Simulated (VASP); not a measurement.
Energy against volume of Gd (hcp). All values below come from SCAN meta-GGA, VASP's PBE PAW potentials (set 64) (plane waves; VASP). Run with 520 eV cut-off, 12×12×7 Γ-centred mesh, first-order Methfessel-Paxton smearing of 0.10 eV, potentials Gd_3.

The 4f electrons are frozen in the core of the lanthanide potential, so 4f levels, which can set the real gap, and their magnetism are missing.

Shape and ions are relaxed at each volume.

| V (Å³/atom) | E (eV/atom) |
|---|---|
| 30.768 | -45.88382 |
| 31.720 | -45.88665 |
| 32.671 | -45.88322 |
| 33.623 | -45.87396 |

Fit these four points and predict the energy of the run at 29.816 Å³/atom.

A cubic in V^(−2/3), the third-order Birch-Murnaghan form, passes through the four points with V0 = 31.66 Å³/atom and B0 = 35 GPa, and gives -45.8743 eV/atom there. The run gave -45.8737 eV/atom, +0.5 meV/atom from the fit; all five points give B0 = 36 GPa.

The compound is Gd in the hcp structure. It was relaxed first.
